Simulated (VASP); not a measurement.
MoTe$_{2}$ (2H layered) relaxed at rising pressure, in one space group throughout; other phases were not tried. The pressures are those reached. Level of theory: PBEsol GGA, VASP's PBE PAW potentials (set 64) (plane waves; VASP).

Without a dispersion term in the relaxation, distances and binding between the weakly bound layers, chains or molecules are unreliable, and so is what depends on them.

| P (GPa) | V (Å³/atom) | k-mesh |
|---|---|---|
| 0.00 | 24.634 | 7×7×2 |
| 5.00 | 22.452 | 8×8×2 |
| 10.05 | 21.251 | 8×8×2 |
| 20.13 | 19.574 | 11×11×3 |
| 29.99 | 18.513 | 11×11×3 |

A change of mesh leaves a small step in the series.

Problem. Fit an equation of state and predict the volume at 45.05 GPa.

Solution. Least squares on the third-order Birch-Murnaghan form, P = (3B0/2)(y⁷ − y⁵)[1 + (3/4)(B′ − 4)(y² − 1)] with y = (V0/V)^(1/3), gives V0 = 24.608 Å³/atom, B0 = 41 GPa and B′ = 6.8, and so 17.362 Å³/atom. The run gave 17.342 Å³/atom, -0.1 % from the fit.

Pressures at which the relaxation failed are left out.

The compound is MoTe2 in the 2H layered structure.
